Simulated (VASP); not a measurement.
Input of a VASP 6.6.1 run:

Contents of INCAR:

```
PREC     = Accurate       # precision mode
ENCUT    = 600            # plane-wave cutoff, eV
EDIFF    = 1E-7           # SCF threshold, eV
ISMEAR   = 1              # smearing method
SIGMA    = 0.2            # smearing width, eV
LREAL    = False          # projectors in reciprocal space
LASPH    = True           # aspherical terms in the spheres
NELM     = 150            # most SCF steps
ALGO     = Normal         # electronic algorithm
ISIF     = 3              # what is computed and relaxed
LWAVE    = False          # write WAVECAR
LCHARG   = False          # write CHGCAR
ISPIN    = 2              # spin polarisation
MAGMOM   = 0 0 0 0 3      # initial moments
LORBIT   = 11             # projections on sites
LMAXMIX  = 4              # l up to which the mixer works
GGA      = PE             # functional
IBRION   = 2              # ionic algorithm
NSW      = 40             # ionic steps
EDIFFG   = -0.01          # ionic threshold
```

File KPOINTS:

```
regular mesh
0
Gamma
  9 9 9
```

POSCAR

```
Be4Cr
1.0
   -2.1814546100      2.1814546100      2.1814546100
    2.1814546100     -2.1814546100      2.1814546100
    2.1814546100      2.1814546100     -2.1814546100
Be Cr
4 1
Direct
    0.0000000000      0.0000000000      0.5000000000
    0.0000000000      0.5000000000      0.0000000000
    0.5000000000      0.0000000000      0.0000000000
    0.5000000000      0.5000000000      0.5000000000
    0.0000000000      0.0000000000      0.0000000000
```

Potentials or basis: VASP PAW PBE potentials, release 64 (Be, Cr_pv).

Run with:

```sh
$ cat potpaw_PBE.64/Be/POTCAR potpaw_PBE.64/Cr_pv/POTCAR > POTCAR
$ mpirun -np 1 vasp_std > vasp.out
```

(1) Predict the relaxed volume.

(2) Estimate the net moment.

Answers

(1) 14.09 Å³/atom.

(2) -4.02 μB per cell.

Caveat: the volume moved by over 15 % at a fixed basis, so the end points are rough.
